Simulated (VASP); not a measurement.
Here is the system:

```yaml
crystal:
  lattice:
    - [0.00000, 3.00192, 3.00192]
    - [3.00192, 0.00000, 3.00192]
    - [3.00192, 3.00192, 0.00000]
  atoms:
    - { symbol: Pb, position: [0.00000, 0.00000, 0.00000] }
    - { symbol: S, position: [0.50000, 0.50000, 0.50000] }
```

Level of theory: HSE06 screened hybrid, VASP's PBE PAW potentials (set 64) (plane waves; VASP 6.6.1). Run with 400 eV cut-off, 6×6×6 Γ-centred mesh, Gaussian smearing of 0.050 eV, potentials Pb_d S.

Problem. Give the stress tensor in GPa (positive for a compressed cell).

Solution. 
```
-1.07   0.00   0.00
 0.00  -1.07   0.00
 0.00   0.00  -1.07
```
The pressure is its mean diagonal, -1.07 GPa.

The structure comes from a measured PbS entry (Fm-3m) of the Crystallography Open Database, whose conditions weren't checked. It was relaxed first. The cell's shape comes from a PBE relaxation.
